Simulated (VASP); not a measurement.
Given:

```xyz
4
Lattice="3.5915 0.0000 0.0000 -1.7957 3.1103 0.0000 0.0000 0.0000 11.5753" Properties=species:S:1:pos:R:3 pbc="T T T"
Pm     0.0000     0.0000     0.0000
Pm     0.0000     0.0000     5.7877
Pm     0.0000     2.0736     2.8938
Pm     1.7957     1.0368     8.6815
```

Calculation: PBEsol GGA, VASP's PBE PAW potentials (set 64) (plane waves; VASP). Run with 400 eV cut-off, 13×13×4 Γ-centred mesh, tetrahedra with Blöchl corrections, potentials Pm_3.

The 4f electrons are frozen in the core of the lanthanide potential, so 4f levels, which can set the real gap, and their magnetism are missing.

Q: What does the run give for the energy per atom (σ→0), band gap (on the k-mesh) with the smallest direct gap where there is one?

A: 
```json
{
  "band gap (on the k-mesh)": "none (metal, semimetal or under 0.01 eV)",
  "energy per atom (σ→0)": "-5.138 eV/atom"
}
```

Only differences to runs with the same potentials and settings are physical.

The structure was generated: Pm was put into the dhcp type (P6_3/mmc), which need not be its known phase. It was relaxed first.
